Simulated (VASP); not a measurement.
Wanted: the native input for a VASP 6.6.1 run.

```yaml
Task: single point
Functional: PBE
Potentials_or_basis: VASP PAW PBE potentials, release 64 (Ca_sv, S, I)
Cutoff: 520 eV
k_mesh: 6 × 6 × 10
Occupations: gaussian, width 0.1 eV
Spin: no spin polarisation
Dipole_correction: no
Further_INCAR_settings: ALGO = Fast; EDIFF = 1e-06; NBANDS = 32
```

The structure of Ca2SI3 lies in POSCAR:

```
Ca2SI3
1.0
    7.8948134766      0.0000000000      0.0000000000
   -3.9474067383      6.8371090289      0.0000000000
    0.0000000000      0.0000000000      4.3295987128
Ca S I
2 1 3
Direct
    0.3333333333      0.6666666667      0.0000000000
    0.6666666667      0.3333333333      0.0000000000
    0.0000000000      0.0000000000      0.0000000000
    0.5000000000      0.0000000000      0.5000000000
    0.5000000000      0.5000000000      0.5000000000
    0.0000000000      0.5000000000      0.5000000000
```

The cell was built by a generator and needn't be a form met in nature.

The input as run:

INCAR

```
  ALGO = Fast
  EDIFF = 1E-6
  ENCUT = 520
  GGA = PE
  ISIF = 2
  ISMEAR = 0
  LASPH = T
  LCHARG = F
  LREAL = F
  LWAVE = F
  NBANDS = 32
  NELM = 100
  PREC = Accurate
  SIGMA = 0.1
```

KPOINTS

```
k-points
0
Gamma
  6 6 10
```

Potentials or basis: VASP PAW PBE potentials, release 64 (Ca_sv, S, I).

The run is started by

```sh
$ cat potpaw_PBE.64/Ca_sv/POTCAR potpaw_PBE.64/S/POTCAR potpaw_PBE.64/I/POTCAR > POTCAR
$ mpirun -np 1 vasp_std > vasp.out
```

It gave:

- Pressure: 0.0 GPa
- Band gap on the k mesh: none (metal or under the smearing width)

Caveat: an odd number of electrons without spin polarisation forces a metal; a magnetic or distorted state may lie lower.

Wall time 6.8 min on 1 thread of Intel(R) Xeon(R) Platinum 8488C (Sapphire Rapids) (shared host), peak memory 0.52 GiB.
